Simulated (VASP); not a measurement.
A run of VASP 6.6.1 is set up as follows.

File INCAR:

```
ALGO     = Normal         # electronic algorithm
EDIFF    = 1E-6           # SCF threshold, eV
EDIFFG   = -0.02          # ionic threshold
ENCUT    = 600            # plane-wave cutoff, eV
GGA      = PE             # functional
IBRION   = 2              # ionic algorithm
ISIF     = 3              # what is computed and relaxed
ISMEAR   = 0              # smearing method
LASPH    = True           # aspherical terms in the spheres
LCHARG   = False          # write CHGCAR
LREAL    = False          # projectors in reciprocal space
LWAVE    = False          # write WAVECAR
NELM     = 60             # most SCF steps
NSW      = 60             # ionic steps
PREC     = Accurate       # precision mode
SIGMA    = 0.05           # smearing width, eV
```

The input KPOINTS:

```
k-points
0
Gamma
  8 8 4
```

Contents of POSCAR:

```
KTaSe2
1.0
    4.0898863600      0.0000000000      0.0000000000
   -2.0449431800      3.5419454900      0.0000000000
    0.0000000000      0.0000000000      6.9223470600
K Ta Se
1 1 2
Direct
    0.0000000000      0.0000000000      0.0000000000
    0.0000000000      0.0000000000      0.5000000000
    0.3333333300      0.6666666700      0.2321215300
    0.6666666700      0.3333333300      0.7678784700
```

Potentials or basis: VASP PAW PBE potentials, release 64 (K_sv, Ta_pv, Se).

Launch:

```sh
$ cat potpaw_PBE.64/K_sv/POTCAR potpaw_PBE.64/Ta_pv/POTCAR potpaw_PBE.64/Se/POTCAR > POTCAR
$ mpirun -np 1 vasp_std > vasp.out
```

(1) What does it give for the band gap on the k mesh?

(2) What does it give for the relaxed volume?

(3) What does it give for the space group after relaxing (to 0.05 Å)?

(4) Estimate the relaxed cell.

Answers

(1) none (metal or under the smearing width).

(2) 23.78 Å³/atom.

(3) P-3m1 (No. 164).

(4) a = 3.678 Å, b = 3.678 Å, c = 8.117 Å, α = 90.00°, β = 90.00°, γ = 120.00°.
